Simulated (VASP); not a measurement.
Write the native input for VASP 6.6.1 that does the following.

```yaml
Task: single point
Functional: PBE
Potentials_or_basis: VASP PAW PBE potentials, release 64 (O, H, S)
Cutoff: 520 eV
k_mesh: 1 × 1 × 1
Occupations: fermi-dirac, width 0.05 eV
Spin: no spin polarisation
Dipole_correction: no
Further_INCAR_settings: LREAL = Auto; ALGO = Normal; EDIFF = 1e-06; NBANDS = 71
```

The structure of H20SO12 lies in POSCAR:

```
H20SO12
1.0
    7.2048320000      0.0000000000      0.0000000000
    0.0000000000      7.2048320000      0.0000000000
    0.0000000000      0.0000000000      7.2048320000
O H S
12 20 1
Direct
    0.3572047204      0.8903469227      0.9950544301
    0.4925305684      1.0235353163      0.3723473358
    0.7791715338      0.1398367096      0.6447617377
    0.8960097890      0.7152283357      0.3774688987
    0.2911101883      0.2064447859      0.7895256961
    0.5559741018      0.6079531070      0.2258900693
    0.1927178871      0.4953758811      0.3042957837
    0.6355873392      0.5840108416      0.7197114381
    0.6531450005      0.2980499753      0.0263156726
    1.0849107932      0.1811423223      0.4693239204
   -0.0051493220      0.8398946707      0.7686646961
    0.1390455739      0.5578617239      0.9017698123
    0.3198964251      0.9972196437      0.9122072520
    0.4585672504      0.8228921924      0.9308058814
    0.3588008714      1.0462839383      0.4039927649
    0.4955840747      0.9366908208      0.2713873134
    0.8277361637      0.0166832481      0.6894262073
    0.6730066711      0.1136320736      0.5591108856
    0.7744524786      0.6851929372      0.3259062807
    0.9056422134      0.8458351284      0.3606329752
    0.2035161958      0.1917879556      0.6858452772
    0.2511647739      0.3146221869      0.8614774085
    0.5959611550      0.4896991352      0.1623216197
    0.4413149398      0.5835250565      0.2935113546
    0.1686784647      0.4692684021      0.1701774587
    0.0938120417      0.5853849195      0.3371764949
    0.7259017282      0.5943233652      0.6211803412
    0.6181962328      0.4540008705      0.7478453349
    0.6870666797      0.2598256281     -0.0947836119
    0.5646349561      0.2105808990      0.1077332546
    1.1165284631      0.2961484737      0.4115987715
    0.9513615307      0.1933702271      0.5149460806
    0.0589465514      0.7401144121      0.9292652487
```

The cell was built by a generator and needn't be a form met in nature.

The input as run:

INCAR

```
SYSTEM = H20SO12
ALGO = Normal
EDIFF = 1E-6
ENCUT = 520
GGA = PE
ISIF = 2
ISMEAR = -1
LASPH = .True.
LCHARG = .False.
LREAL = Auto
LWAVE = .False.
NBANDS = 71
NELM = 100
PREC = Accurate
SIGMA = 0.05
```

KPOINTS

```
k-points
0
Gamma
  1 1 1
  0 0 0
```

Potentials or basis: VASP PAW PBE potentials, release 64 (O, H, S).

The run is started by

```sh
$ cat potpaw_PBE.64/O/POTCAR potpaw_PBE.64/H/POTCAR potpaw_PBE.64/S/POTCAR > POTCAR
$ mpirun -np 1 vasp_gam > vasp.out
```

Results of the run:

| Property | Result |
| --- | --- |
| Pressure | 0.0 GPa |
| Largest force | 4.541 eV/Å |
| Band gap on the k mesh | 3.01 eV, direct |

It took 45 s on 1 thread of AMD EPYC 7R13 Processor (Zen 3) (shared host), peak memory 0.34 GiB.
